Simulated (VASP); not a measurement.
A 63-atom supercell of Si (diamond) holds Ga on the Si site with a neighbouring Si vacancy in charge state +0. It is relaxed twice, with the total moment held at 1 and at 3 μB. Method: PBE GGA, VASP's PBE PAW potentials (set 64) (plane waves; VASP). Numerical set-up: PREC = Normal, LREAL = Auto, ISYM = 0, EDIFF = 1E-5, 400 eV cut-off, 1×1×1 Γ-centred mesh, Gaussian smearing of 0.050 eV, potentials Si Ga.

The supercell is sampled at Γ alone, which is coarse: total energies, pressure and levels can be off, energies of defects by several tenths of an eV.

Q: Which spin state lies lower, and by how much?

A: The state with 1 μB lies lower, by 0.70 eV.

The cell is a supercell with a defect, built from Si (diamond).
